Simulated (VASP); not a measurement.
Data:

```
CELL_PARAMETERS angstrom
      3.74498     0.00000     0.00000
     -1.87249     3.24325     0.00000
      0.00000     0.00000     4.75268
ATOMIC_POSITIONS crystal
  Pt 0.00000 0.00000 0.00000
  Se 0.66667 0.33333 0.73437
  Se 0.33333 0.66667 0.26563
```

All values below come from LDA (Ceperley-Alder, Perdew-Zunger) with spin-orbit coupling, VASP's LDA PAW potentials (set 64) (plane waves; VASP 6.6.1). Settings: 400 eV cut-off, 9×9×6 Γ-centred mesh, Gaussian smearing of 0.050 eV, potentials Pt Se.

Question: Give the energies of bands 15 to 28 at the high-symmetry points, in eV from the Fermi level.

Answer: 
| band | Γ | M | K | A | L | H |
|---|---|---|---|---|---|---|
| 15 | -2.43 | -3.90 | -3.83 | -3.09 | -3.39 | -4.55 |
| 16 | -2.43 | -3.90 | -3.83 | -3.09 | -3.39 | -4.55 |
| 17 | -1.38 | -3.73 | -2.35 | -2.00 | -2.87 | -3.54 |
| 18 | -1.38 | -3.73 | -2.35 | -2.00 | -2.87 | -3.54 |
| 19 | -0.83 | -3.22 | -1.90 | -1.68 | -2.78 | -2.60 |
| 20 | -0.83 | -3.22 | -1.90 | -1.68 | -2.78 | -2.60 |
| 21 | 0.86 | -2.80 | -1.65 | -1.61 | -1.10 | -2.36 |
| 22 | 0.86 | -2.80 | -1.65 | -1.61 | -1.10 | -2.36 |
| 23 | 0.98 | 0.49 | -0.13 | 2.37 | 0.58 | 2.35 |
| 24 | 0.98 | 0.49 | -0.13 | 2.37 | 0.58 | 2.35 |
| 25 | 1.11 | 2.57 | 0.06 | 2.41 | 1.49 | 2.47 |
| 26 | 1.11 | 2.57 | 0.06 | 2.41 | 1.49 | 2.47 |
| 27 | 3.07 | 5.04 | 3.86 | 4.68 | 4.73 | 6.68 |
| 28 | 3.07 | 5.04 | 3.86 | 4.68 | 4.73 | 6.68 |

It has no gap at this level: it comes out as a metal or semimetal.

The structure comes from a computed database's PtSe2 entry (P-3m1); how it stands against other phases isn't given here. It was relaxed first, which changed the volume by -17 %.
